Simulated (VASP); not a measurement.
All values below come from PBE GGA, VASP's PBE PAW potentials (set 64) (plane waves; VASP).

Input for VASP

POSCAR:
```
Rh16H
1.0
  5.4076469850   0.0000000000   0.0000000000
  2.7038234925   4.6831597521   0.0000000000
  0.0000000000   0.0000000000  20.7106107808
Rh H
16 1
Cart
  0.0000000000   0.0000000000   7.0438029902
  2.7038234925   0.0000000000   7.0438029902
  1.3519117463   2.3415798760   7.0438029902
  4.0557352388   2.3415798760   7.0438029902
  1.3519144501   0.7805281864   9.2514712570
  4.0557379426   0.7805281864   9.2514712570
  2.7038261963   3.1221080625   9.2514712570
  5.4076496888   3.1221080625   9.2514712570
 -0.0000027038   1.5610516896  11.4591395238
  2.7038207887   1.5610516896  11.4591395238
  1.3519090424   3.9026315657  11.4591395238
  4.0557325349   3.9026315657  11.4591395238
  0.0000000000   0.0000000000  13.6668077906
  2.7038234925   0.0000000000  13.6668077906
  1.3519117463   2.3415798760  13.6668077906
  4.0557352388   2.3415798760  13.6668077906
  1.3519144501   0.7805281864  14.7113060241
```

### INCAR
```
LCHARG  =  .False.
ISMEAR  =  1
EDIFFG  =  -0.03
LREAL  =  .False.   ! projection in real space or not
ISIF  =  2   ! forces and stress, cell fixed
DIPOL  =  0.5 0.5 0.5
SIGMA  =  0.1   ! width (eV)
IBRION  =  2
ENCUT  =  400   ! plane-wave cut-off (eV)
LASPH  =  .True.   ! aspherical one-centre terms
LMAXMIX  =  4   ! l cut-off of mixed one-centre charges
NSW  =  50   ! most ionic steps
LDIPOL  =  .True.
ALGO  =  Normal
EDIFF  =  1E-5
PREC  =  Normal
LWAVE  =  .True.
IDIPOL  =  3
NELM  =  100   ! most electronic steps
SYSTEM  =  Rh16H
NELMIN  =  4
GGA  =  PE
```

File KPOINTS:
```
Automatic mesh
0
Gamma
6 6 1
0 0 0
```

POTCAR, in this order: Rh H (PBE.64 set). Program: vasp_std.

Question: Estimate the energy per atom (σ→0), band gap (on the k-mesh).

Answer: 
The energy per atom (σ→0) is -6.697 eV/atom and the band gap (on the k-mesh) is none (metal, semimetal or under 0.01 eV).

**OSZICAR**
```
...
DAV:   1    -0.113849835933E+03   -0.34049E-03   -0.27251E-01  1218   0.153E+00    0.909E-02
DAV:   2    -0.113859744408E+03   -0.99085E-02   -0.27596E-02  1616   0.710E-01    0.117E+00
DAV:   3    -0.113849944669E+03    0.97997E-02   -0.26255E-02  1670   0.694E-01    0.959E-02
DAV:   4    -0.113850016762E+03   -0.72093E-04   -0.71548E-04  1522   0.154E-01    0.101E-01
DAV:   5    -0.113850011721E+03    0.50409E-05   -0.33315E-04  1527   0.122E-01    0.875E-02
DAV:   6    -0.113849931257E+03    0.80464E-04   -0.20993E-04  1489   0.961E-02    0.252E-02
DAV:   7    -0.113849937578E+03   -0.63213E-05   -0.38829E-05  1021   0.399E-02
  10 F= -.11384994E+03 E0= -.11385202E+03  d E =-.442339E-03
```

The cell is a thin slab with vacuum, built from Rh (fcc): (111) face, H adsorbed.
